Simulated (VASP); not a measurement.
Here is the system:

```
MgI2
1.0
    4.20082     0.00000     0.00000
   -2.10041     3.63802     0.00000
    0.00000     0.00000    17.33512
Mg I
1 2
Cartesian
  0.00000   0.00000   8.66756
  0.00000   2.42535  10.33511
  2.10041   1.21267   7.00001
```

Computed with PBE GGA, VASP's PBE PAW potentials (set 64) (plane waves; VASP). Numerical set-up: 300 eV cut-off, 9×9×1 Γ-centred mesh, Gaussian smearing of 0.14 eV, potentials Mg I.

The cell holds a wide vacuum, so values per volume refer to the whole cell.

### Question
What does the run give for the energy per atom (σ→0)?

### Answer

```yaml
energy per atom (σ→0): -2.578 eV/atom
```

The absolute energy has meaning only against runs of the same code, potentials and settings.

The cell is a sheet with vacuum, built from a generated structure.
